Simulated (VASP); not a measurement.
# A vacancy on the Ti site in Ti

Aim: the formation energy and local structure of a vacancy on the Ti site in Ti.

Program: VASP 6.6.1. Level of theory: PBEsol; plane waves and PAW (Ti). Results are calculated unless marked as measured.

**1. The host crystal**

It takes space group P6_3/mmc (No. 194, hexagonal). The conventional cell has a = 2.888 Å, b = 2.888 Å, c = 4.580 Å, α = 90.00°, β = 90.00°, γ = 120.00°. Nearest to Ti lie 12 Ti at 2.83 to 2.89 Å.

Coordinates:

```cif
data_structure
_symmetry_space_group_name_H-M 'P6_3/mmc'
_symmetry_Int_Tables_number 194
_cell_length_a 2.8879
_cell_length_b 2.8879
_cell_length_c 4.5797
_cell_angle_alpha 90.000
_cell_angle_beta 90.000
_cell_angle_gamma 120.000
_cell_volume 33.08
loop_
_atom_site_label
_atom_site_type_symbol
_atom_site_symmetry_multiplicity
_atom_site_Wyckoff_symbol
_atom_site_fract_x
_atom_site_fract_y
_atom_site_fract_z
_atom_site_occupancy
Ti1 Ti 2 d 0.33333 0.66667 0.75000 1
```

**2. Relax the host again, on a new basis**

The volume changed by more than 5 %, so the plane waves of the start no longer fit; a second relaxation removes that error.

The input, INCAR:

```
SYSTEM = Ti
PREC = Accurate
ENCUT = 350
EDIFF = 1E-06
NELM = 120
ISMEAR = 1
SIGMA = 0.15
LREAL = .FALSE.
ALGO = Normal
GGA = PS
NBANDS = 10
LASPH = .TRUE.
LORBIT = 11
LWAVE = .FALSE.
LCHARG = .FALSE.
KPAR = 8
IBRION = 2
NSW = 30
ISIF = 3
EDIFFG = -0.02
POTIM = 0.4
```

The input, POSCAR:

```
Ti
1.0
    2.8879296994      0.0000000000      0.0000000000
   -1.4439648497      2.5010204841      0.0000000000
    0.0000000000      0.0000000000      4.5797122632
Ti
2
Direct
    0.0000000000      0.0000000000      0.0000000000
    0.3333333333      0.6666666667      0.5000000000
```

The input, KPOINTS:

```
Automatic mesh
0
Gamma
13 13 7
0 0 0
```

Potentials, in the order of the species: Ti (PBE family, release 64).

Started as:

```bash
$ mpirun -np 8 vasp_std
```

Output:

```text
[banner, memory and clock lines left out]
running    8 mpi-ranks, on    1 nodes
 distrk:  each k-point on    1 cores,    8 groups
 distr:  one band on    1 cores,    1 groups

 POSCAR found type information on POSCAR Ti
 POSCAR found :  1 types and       2 ions
|                                                                             |
|           W    W    AA    RRRRR   N    N  II  N    N   GGGG   !!!           |
|           W    W   A  A   R    R  NN   N  II  NN   N  G    G  !!!           |
|           W    W  A    A  R    R  N N  N  II  N N  N  G       !!!           |
|           W WW W  AAAAAA  RRRRR   N  N N  II  N  N N  G  GGG   !            |
|           WW  WW  A    A  R   R   N   NN  II  N   NN  G    G                |
|           W    W  A    A  R    R  N    N  II  N    N   GGGG   !!!           |
|                                                                             |
|     For optimal performance we recommend to set                             |
|       NCORE = 2 up to number-of-cores-per-socket                            |
|     NCORE specifies how many cores store one orbital (NPAR=cpu/NCORE).      |
|     This setting can greatly improve the performance of VASP for DFT.       |
|     The default, NCORE=1 might be grossly inefficient on modern             |
|     multi-core architectures or massively parallel machines. Do your        |
|     Unfortunately you need to use the default for GW and RPA                |
|     calculations (for HF NCORE is supported but not extensively tested      |
|     yet).                                                                   |
|                                                                             |

|                                                                             |
|               ----> ADVICE to this user running VASP <----                  |
|                                                                             |
|     You enforced a specific xc type in the INCAR file but a different       |
|     [... a line on the potential file left out ...]
|     I HOPE YOU KNOW WHAT YOU ARE DOING!                                     |
|                                                                             |

 LDA part: xc-table for (Slater+PW92), standard interpolation
 POSCAR, INCAR and KPOINTS ok, starting setup
 FFT: planning ... GRIDC
 FFT: planning ... GRID_SOFT
 FFT: planning ... GRID
 WAVECAR not read
 entering main loop
       N       E                     dE             d eps       ncg     rms          rms(c)
DAV:   1     0.653611868724E+01    0.65361E+01   -0.25398E+03  1680   0.513E+02
DAV:   2    -0.178445741194E+02   -0.24381E+02   -0.23257E+02  1708   0.999E+01
DAV:   3    -0.187786961639E+02   -0.93412E+00   -0.91062E+00  2328   0.217E+01
DAV:   4    -0.187869005825E+02   -0.82044E-02   -0.81893E-02  2130   0.184E+00
DAV:   5    -0.187869189781E+02   -0.18396E-04   -0.18394E-04  2028   0.794E-02    0.169E+01
DAV:   6    -0.168516444858E+02    0.19353E+01   -0.41792E+00  1688   0.187E+01    0.496E+00
DAV:   7    -0.165815370090E+02    0.27011E+00   -0.11380E+00  1870   0.907E+00    0.573E-01
DAV:   8    -0.165669810307E+02    0.14556E-01   -0.16810E-02  1754   0.127E+00    0.244E-01
DAV:   9    -0.165647856691E+02    0.21954E-02   -0.38421E-03  1992   0.315E-01    0.476E-02
DAV:  10    -0.165647470343E+02    0.38635E-04   -0.14095E-04  1746   0.114E-01    0.101E-02
DAV:  11    -0.165647427016E+02    0.43327E-05   -0.99464E-06  2188   0.273E-02    0.153E-03
DAV:  12    -0.165647428497E+02   -0.14815E-06   -0.53850E-08   862   0.149E-03
   1 F= -.16564743E+02 E0= -.16565105E+02  d E =-.165647E+02
 curvature:   0.00 expect dE= 0.000E+00 dE for cont linesearch  0.000E+00
 trial: gam= 0.00000 g(F)=  0.262E-52 g(S)=  0.206E-05 ort = 0.000E+00 (trialstep = 0.100E+01)
 search vector abs. value=  0.206E-05
 reached required accuracy - stopping structural energy minimisation
```

Run time: 2.6 s. Hardware: 8 MPI ranks of Intel Xeon 6975P-C (Granite Rapids), shared host; peak memory 0.99 GiB.

Lines that name or quote the potential files are left out of all logs, and their timing lines are given in words.

Parts of OUTCAR (step 2):

```text
ion  position               nearest neighbor table
   1  0.000  0.000  0.000-   2 2.83   2 2.83   2 2.83   2 2.83   2 2.83   2 2.83
   2  0.333  0.667  0.500-   1 2.83   1 2.83   1 2.83   1 2.83   1 2.83   1 2.83

  LATTYP: Found a hexagonal cell.
 ALAT       =     2.8879296994
 C/A-ratio  =     1.5858115466

 Subroutine GETGRP returns: Found 24 space group operations
 (whereof 12 operations were pure point group operations)

The static configuration has the point symmetry D_3h.
 The point group associated with its full space group is D_6h.

 Found     84 irreducible k-points:

   k-points           NKPTS =     84   k-points in BZ     NKDIM =     84   number of bands    NBANDS=     10

   dimension x,y,z NGX =    18 NGY =   18 NGZ =   28
   dimension x,y,z NGXF=    36 NGYF=   36 NGZF=   56

   ENCUT  =  350.0 eV  25.72 Ry    5.07 a.u.   4.41  4.41  6.99*2*pi/ulx,y,z

   NELECT =       8.0000    total number of electrons

 k-points in reciprocal lattice and weights: Automatic mesh
   0.00000000  0.00000000  0.00000000       0.001
   0.07692308  0.00000000  0.00000000       0.005
   0.15384615  0.00000000  0.00000000       0.005
   0.23076923  0.00000000  0.00000000       0.005
   0.30769231  0.00000000  0.00000000       0.005
   0.38461538  0.00000000  0.00000000       0.005
   0.46153846  0.00000000  0.00000000       0.005
   0.07692308  0.07692308  0.00000000       0.005
   0.15384615  0.07692308  0.00000000       0.010
[...]
0.38461538  0.23076923  0.42857143       0.010
   0.30769231  0.30769231  0.42857143       0.010

 average (electrostatic) potential at core
       1 -26.0653       2 -26.0653

 E-fermi :   3.2509

 k-point     1 :       0.0000    0.0000    0.0000
  band No.  band energies     occupation
      1      -3.0207      2.00000
      2       0.4439      2.00000
      3       4.0201     -0.00000
      4       4.0201     -0.00000
      5       4.1072     -0.00000
      6       4.1323     -0.00000
      7       4.5513     -0.00000
    ...

 k-point     2 :       0.0769    0.0000    0.0000
  band No.  band energies     occupation
      1      -2.8477      2.00000
      2       0.5815      2.00000
      3       3.7102     -0.00013
      4       3.7707     -0.00001
      5       4.1460     -0.00000
      6       4.3659     -0.00000
      7       4.4723     -0.00000
    ...

 k-point     3 :       0.1538    0.0000    0.0000
  band No.  band energies     occupation
      1      -2.3478      2.00000
      2       0.9439      2.00000
      3       3.0960      2.05632
      4       3.2666      0.82395
      5       4.2147     -0.00000
      6       4.5102     -0.00000
      7       4.5812     -0.00000
      8       4.6153     -0.00000
      9       4.7249     -0.00000
    ...

  Total        0.0026916      0.0026916      0.0096110      0.0000000     -0.0000000     -0.0000000
  in kB        0.1303690      0.1303690      0.4655201      0.0000000     -0.0000000     -0.0000000
  external PRESSURE =       0.2420860 kB  Pullay stress =       0.0000000 kB

  energy-cutoff  :      350.00
  volume of cell :       33.08
      direct lattice vectors                 reciprocal lattice vectors
     2.887929699  0.000000000  0.000000000     0.346268817  0.199918395  0.000000000
    -1.443964850  2.501020484  0.000000000     0.000000000  0.399836789  0.000000000
     0.000000000  0.000000000  4.579712263     0.000000000  0.000000000  0.218354329

 POSITION                                       TOTAL-FORCE (eV/Angst)
 -----------------------------------------------------------------------------------
      0.00000      0.00000      0.00000        -0.000000      0.000000      0.000000
     -0.00000      1.66735      2.28986         0.000000     -0.000000      0.000000
 -----------------------------------------------------------------------------------
    total drift:                               -0.000000      0.000000     -0.000000

  FREE ENERGIE OF THE ION-ELECTRON SYSTEM (eV)
  ---------------------------------------------------
  free  energy   TOTEN  =       -16.5647428497 eV

  energy  without entropy=      -16.5658287880  energy(sigma->0) =      -16.56510483

 reached required accuracy - stopping structural energy minimisation

 total charge
# of ion       s       p       d       tot
------------------------------------------
    1        0.572   0.617   2.431   3.620
    2        0.572   0.617   2.431   3.620
--------------------------------------------------
tot          1.145   1.234   4.862   7.240

[... 3 further parts left out ...]
```

CONTCAR:

```
Ti
   1.00000000000000
     2.8879296993999999    0.0000000000000000    0.0000000000000000
    -1.4439648496999999    2.5010204841000001    0.0000000000000000
     0.0000000000000000    0.0000000000000000    4.5797122632000002
  Ti
     2
Direct
     0.0000000000000000    0.0000000000000000    0.0000000000000000
     0.3333333332999970    0.6666666667000030    0.5000000000000000
```

The PAW data sets were made with PBE, which is usual practice but a small mismatch for other functionals. The data set Ti keeps the semicore shell frozen, which is cheaper and a little less accurate. The run keeps the 24 symmetry operations of its start, so it cannot find a distortion of lower symmetry.

Little changed from the start: no atom moved by 0.005 Å and no cell edge by 0.1 %.

Numbers from this step:

- electronic cycles: 12
- electrons: 8
- free energy (TOTEN): -16.56 eV
- energy at zero smearing: -16.57 eV
- Fermi energy: 3.251 eV
- labelled metallic, from the levels on this mesh: yes

The start already met the threshold, so nothing moved.

[end of part 1 of 3]

[Lines on the potential files, build, host, timing and source positions are cut from VASP's logs without a mark.]

[Logs are printed without paths, hosts, clocks, repeated set-up lines and the standing remarks that a program may print on its own settings, such as how far it seeks lower states.]

[Hosts, paths, dates, database ids (printed as entryN), source tags and the programs' standing remarks are cut or masked in the printed files.]

[In band tables of VASP the shares of atoms and orbitals are scaled to a sum of 1 inside the atoms' spheres.]

[Runs that stopped without an error message from VASP are left out.]
